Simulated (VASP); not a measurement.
Here is the system:

```
Pd
1.0
    0.00000     2.04026     2.04026
    2.04026     0.00000     2.04026
    2.04026     2.04026     0.00000
Pd
1
Cartesian
  0.00000   0.00000   0.00000
```

All values below come from vdW-DF2, VASP's PBE PAW potentials (set 64) (plane waves; VASP). Run with 520 eV cut-off, 14×14×14 Γ-centred mesh, first-order Methfessel-Paxton smearing of 0.10 eV, potentials Pd.

**Question.** Estimate the energy per atom (σ→0), band gap (on the k-mesh) with the smallest direct gap where there is one.

**Answer.** 
* **band gap (on the k-mesh)**: none (metal, semimetal or under 0.01 eV)
* **energy per atom (σ→0)**: -1.645 eV/atom

Only differences to runs with the same potentials and settings are physical.

The compound is Pd in the fcc structure. It was relaxed first, which changed the volume by +15 %. The start is the result of an earlier pass.
